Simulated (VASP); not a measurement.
A cell of MgB$_{2}$ (AlB2 type) near equilibrium:

```
MgB2
1.0
    1.54107    -2.66921     0.00000
    1.54107     2.66921     0.00000
    0.00000     0.00000     3.50313
Mg B
1 2
Cartesian
  3.08213   0.00000   0.00000
  1.54107   0.88974   1.75156
  1.54107  -0.88974   1.75156
```

These are PBE GGA, VASP's PBE PAW potentials (set 64) (plane waves; VASP) values and carry that method's errors.

| run | ΔE (meV/atom) | σxx | σyy | σzz | largest shear component, with its sign (GPa) | largest force (eV/Å) |
|---|---|---|---|---|---|---|
| as it is | 0.0 | -0.27 | -0.27 | -0.05 | 0.00 | 0.000 |
| after one change | 46.6 | 21.98 | 21.98 | 4.49 | 0.00 | 0.000 |
Stress is in GPa, positive when the cell is compressed.

Problem. What was changed between the two runs?
A) biaxial strain of -4.0 % in the xy plane
B) atom 2 (B) moved by -0.050 Å along x
C) isotropic strain of +0.5 %
D) biaxial strain of +1.5 % in the yz plane with the ions relaxed

Solution. A, biaxial strain of -4.0 % in the xy plane

The compound is MgB2 in the AlB2 type structure.
